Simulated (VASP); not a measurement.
Output of a VASP run:

### OSZICAR
```
...
RMM:   4    -0.545839729369E+03    0.18919E-04   -0.67116E-04   637   0.638E-02    0.320E-02
RMM:   5    -0.545839739266E+03   -0.98964E-05   -0.92941E-05   585   0.261E-02
  14 F= -.54583974E+03 E0= -.54583973E+03  d E =-.608928E-02  mag=     3.0000
       N       E                     dE             d eps       ncg     rms          rms(c)
DAV:   1    -0.545840074280E+03   -0.34491E-03   -0.53914E-02   720   0.665E-01    0.536E-02
RMM:   2    -0.545840131311E+03   -0.57031E-04   -0.96741E-04   632   0.872E-02    0.279E-02
RMM:   3    -0.545840126784E+03    0.45271E-05   -0.12086E-04   632   0.305E-02    0.145E-02
RMM:   4    -0.545840125646E+03    0.11379E-05   -0.23954E-05   400   0.123E-02
  15 F= -.54584013E+03 E0= -.54584012E+03  d E =-.647566E-02  mag=     3.0000
       N       E                     dE             d eps       ncg     rms          rms(c)
DAV:   1    -0.545841281354E+03   -0.11546E-02   -0.26649E-01   656   0.149E+00    0.104E-01
RMM:   2    -0.545841535426E+03   -0.25407E-03   -0.41304E-03   632   0.180E-01    0.542E-02
RMM:   3    -0.545841537574E+03   -0.21482E-05   -0.58711E-04   634   0.646E-02    0.298E-02
RMM:   4    -0.545841538487E+03   -0.91255E-06   -0.12011E-04   627   0.261E-02    0.149E-02
RMM:   5    -0.545841540844E+03   -0.23572E-05   -0.18559E-05   412   0.114E-02
  16 F= -.54584154E+03 E0= -.54584154E+03  d E =-.141520E-02  mag=     3.0000
       N       E                     dE             d eps       ncg     rms          rms(c)
DAV:   1    -0.545841541082E+03   -0.25951E-05   -0.44184E-06   496   0.499E-03    0.287E-03
RMM:   2    -0.545841541181E+03   -0.99684E-07   -0.77104E-07   241   0.261E-03    0.173E-03
RMM:   3    -0.545841541190E+03   -0.85838E-08   -0.60712E-09   106   0.147E-03    0.104E-03
RMM:   4    -0.545841541200E+03   -0.10210E-07   -0.15640E-08   106   0.154E-03
  17 F= -.54584154E+03 E0= -.54584154E+03  d E =-.141555E-02  mag=     3.0000
       N       E                     dE             d eps       ncg     rms          rms(c)
DAV:   1    -0.545841890806E+03   -0.34962E-03   -0.89062E-02   644   0.857E-01    0.573E-02
RMM:   2    -0.545841971210E+03   -0.80404E-04   -0.12407E-03   632   0.985E-02    0.296E-02
RMM:   3    -0.545841973509E+03   -0.22998E-05   -0.19053E-04   635   0.360E-02    0.165E-02
RMM:   4    -0.545841974217E+03   -0.70753E-06   -0.38997E-05   458   0.147E-02
  18 F= -.54584197E+03 E0= -.54584197E+03  d E =-.433017E-03  mag=     3.0000
       N       E                     dE             d eps       ncg     rms          rms(c)
DAV:   1    -0.545841975900E+03   -0.23903E-05   -0.93138E-05   658   0.270E-02    0.482E-03
RMM:   2    -0.545841976052E+03   -0.15241E-06   -0.20012E-06   360   0.413E-03    0.322E-03
RMM:   3    -0.545841976064E+03   -0.11809E-07   -0.14091E-07   155   0.146E-03    0.193E-03
RMM:   4    -0.545841976066E+03   -0.21264E-08   -0.43560E-08   114   0.143E-03
  19 F= -.54584198E+03 E0= -.54584197E+03  d E =-.434866E-03  mag=     3.0000
       N       E                     dE             d eps       ncg     rms          rms(c)
DAV:   1    -0.545842069903E+03   -0.93839E-04   -0.16585E-02   656   0.370E-01    0.278E-02
RMM:   2    -0.545842086798E+03   -0.16895E-04   -0.26716E-04   632   0.462E-02    0.144E-02
RMM:   3    -0.545842087000E+03   -0.20212E-06   -0.40089E-05   476   0.166E-02    0.849E-03
RMM:   4    -0.545842086895E+03    0.10462E-06   -0.69954E-06   381   0.659E-03
  20 F= -.54584209E+03 E0= -.54584208E+03  d E =-.110829E-03  mag=     3.0000
```

### OUTCAR
```
------------------------ aborting loop because EDIFF is reached ----------------------------------------
  FORCE on cell =-STRESS in cart. coord.  units (eV):
  Direction    XX          YY          ZZ          XY          YZ          ZX
  --------------------------------------------------------------------------------------
  Total      -15.6777907    -15.6719504    -15.6686089     11.5133478    -11.4995866     11.4840328
  in kB      -65.9449960    -65.9204299    -65.9063750     48.4282313    -48.3703481     48.3049244
  external PRESSURE =     -65.9239336 kB  Pullay stress =       0.0000000 kB
  volume of cell :      380.90
      direct lattice vectors                 reciprocal lattice vectors
     7.248884826  0.000000000  0.000000000     0.137952254  0.000000000  0.000000000
     0.000000000  7.248884826  0.000000000     0.000000000  0.137952254  0.000000000
     0.000000000  0.000000000  7.248884826     0.000000000  0.000000000  0.137952254
  FREE ENERGIE OF THE ION-ELECTRON SYSTEM (eV)
  ---------------------------------------------------
  free  energy   TOTEN  =      -545.8420868951 eV

  energy  without entropy=     -545.8420791170  energy(sigma->0) =     -545.84208301

 total charge

# of ion       s       p       d       tot
------------------------------------------
    1        0.673   1.350   0.000   2.023
    2        0.670   1.341   0.000   2.011
    3        0.670   1.341   0.000   2.011
    4        0.673   1.354   0.000   2.027
    5        0.677   1.364   0.000   2.040
    6        0.671   1.343   0.000   2.014
    7        0.677   1.364   0.000   2.040
    8        0.677   1.364   0.000   2.040
    9        0.677   1.321   0.000   1.998
   10        0.677   1.321   0.000   1.998
   11        0.671   1.343   0.000   2.014
   12        0.677   1.321   0.000   1.998
   13        0.677   1.364   0.000   2.040
   14        0.673   1.350   0.000   2.023
   15        0.671   1.346   0.000   2.017
   16        0.670   1.341   0.000   2.011
   17        0.675   1.360   0.000   2.035
   18        0.675   1.360   0.000   2.035
   19        0.673   1.350   0.000   2.023
   20        0.675   1.360   0.000   2.035
   21        0.675   1.360   0.000   2.035
   22        0.671   1.346   0.000   2.017
   23        0.675   1.360   0.000   2.035
   24        0.675   1.360   0.000   2.035
   25        0.677   1.364   0.000   2.040
   26        0.671   1.343   0.000   2.014
   27        0.666   1.330   0.000   1.996
   28        0.677   1.364   0.000   2.040
   29        0.666   1.330   0.000   1.996
   30        0.666   1.330   0.000   1.996
   31        0.671   1.346   0.000   2.017
   32        1.222   2.688   0.000   3.909
   33        1.222   2.688   0.000   3.909
   34        1.222   2.688   0.000   3.909
   35        1.223   2.701   0.000   3.924
   36        1.228   2.698   0.000   3.927
   37        1.228   2.699   0.000   3.927
   38        1.223   2.701   0.000   3.924
   39        1.228   2.699   0.000   3.927
   40        1.228   2.699   0.000   3.927
   41        1.228   2.699   0.000   3.927
   42        1.228   2.699   0.000   3.927
   43        1.223   2.701   0.000   3.924
   44        1.225   2.713   0.000   3.938
   45        1.225   2.713   0.000   3.938
   46        1.223   2.694   0.000   3.917
   47        1.229   2.697   0.000   3.926
   48        1.223   2.694   0.000   3.917
...
```
(Selected blocks of OUTCAR.)

POSCAR:
```
B31N31Si
1
    7.2488848260     0.0000000000     0.0000000000
    0.0000000000     7.2488848260     0.0000000000
   -0.0000000000    -0.0000000000     7.2488848260
B N Si
31 31 1
Direct
  0.5000000000   0.0000000000   0.0000000000
  0.7501810000   0.2474870000   0.0005420000
  0.7505380000  -0.0068340000   0.2523950000
  0.0000000000   0.0000000000   0.0000000000
  0.2500000000   0.2500000000   0.0000000000
  0.5053600000   0.4942370000   0.0034100000
  0.7500000000   0.7500000000   0.0000000000
  0.2500000000   0.0000000000   0.2500000000
  0.5032540000   0.2561370000   0.2455100000
  0.7460220000   0.4949170000   0.2459710000
  0.5000320000  -0.0006070000   0.5032430000
  0.7505290000   0.2447490000   0.4952010000
  0.7500000000   0.0000000000   0.7500000000
  0.0000000000   0.5000000000   0.0000000000
  0.2500000000   0.7500000000   0.0000000000
  0.0000000000   0.2500000000   0.2500000000
  0.2479820000   0.4991580000   0.2538110000
  0.5064820000   0.7463620000   0.2485160000
  0.0000000000   0.0000000000   0.5000000000
  0.2558880000   0.2472630000   0.4996420000
  0.7487930000   0.7459130000   0.4978830000
  0.2500000000   0.0000000000   0.7500000000
  0.4996450000   0.2451930000   0.7507210000
  0.7563360000   0.4957910000   0.7502290000
  0.0000000000   0.7500000000   0.2500000000
  0.0000000000   0.5000000000   0.5000000000
  0.2500000000   0.7500000000   0.5000000000
  0.0000000000   0.2500000000   0.7500000000
  0.2500000000   0.5000000000   0.7500000000
  0.5000000000   0.7500000000   0.7500000000
  0.0000000000   0.7500000000   0.7500000000
  0.6181960000   0.1223680000   0.1313290000
  0.8711450000   0.3792390000   0.1228180000
  0.8709890000   0.1309830000   0.3732610000
  0.1250000000   0.1250000000   0.1250000000
  0.3771720000   0.3706020000   0.1225390000
  0.6189470000   0.6282020000   0.1283540000
  0.8750000000   0.8750000000   0.1250000000
  0.3818990000   0.1220660000   0.3744720000
  0.8818560000   0.6214960000   0.3696070000
  0.6266730000   0.1266750000   0.6201610000
  0.8743110000   0.3740190000   0.6282320000
  0.8750000000   0.1250000000   0.8750000000
  0.1250000000   0.6250000000   0.1250000000
  0.3750000000   0.8750000000   0.1250000000
  0.1250000000   0.3750000000   0.3750000000
  0.3767800000   0.6194400000   0.3770970000
  0.6250000000   0.8750000000   0.3750000000
  0.1250000000   0.1250000000   0.6250000000
  0.3783240000   0.3770840000   0.6217860000
  0.6191390000   0.6209370000   0.6303710000
  0.8750000000   0.8750000000   0.6250000000
  0.3750000000   0.1250000000   0.8750000000
  0.6250000000   0.3750000000   0.8750000000
  0.8750000000   0.6250000000   0.8750000000
  0.1250000000   0.8750000000   0.3750000000
  0.1250000000   0.6250000000   0.6250000000
  0.3750000000   0.8750000000   0.6250000000
  0.1250000000   0.3750000000   0.8750000000
  0.3750000000   0.6250000000   0.8750000000
  0.6250000000   0.8750000000   0.8750000000
  0.1250000000   0.8750000000   0.8750000000
  0.4984680000   0.5056050000   0.5031930000
```

Q: Write an INCAR and KPOINTS that could have produced this output.

A: One answer among several that fit: the input of the run itself, PBE GGA, plane waves, VASP's PBE PAW potentials (set 64).

**KPOINTS**
```
Automatic mesh
0
Gamma
1 1 1
```

INCAR:
```
ALGO=Fast   # Davidson, then RMM-DIIS
LWAVE=.TRUE.
SIGMA=0.05   # width (eV)
ISIF=2   # forces and stress, cell fixed
IBRION=2   # conjugate gradients
LREAL=Auto
ISPIN=2   # spin-polarised
LCHARG=.FALSE.
NELECT=251.0
NUPDOWN=3
EDIFF=1E-5
NELM=100   # most electronic steps
PREC=Normal
LORBIT=10
ISMEAR=0   # Gaussian
NELMIN=4
GGA=PE   # PBE
NSW=70   # most ionic steps
EDIFFG=-0.03
SYSTEM=B31N31Si
LASPH=.TRUE.   # aspherical one-centre terms
ISYM=0
ENCUT=400
MAGMOM=63*0.0476
```

POTCAR, in this order: B N Si (PBE.64 set). Program: vasp_gam.

At this cut-off the stress carries a Pulay error, which pulls relaxed volumes low. The cell is charged, with a uniform compensating background. The supercell is sampled at Γ alone, which is coarse: total energies, pressure and levels can be off, energies of defects by several tenths of an eV.

The cell is a supercell with a defect, built from BN (zinc blende): Si_B-vac_N, charge +1.
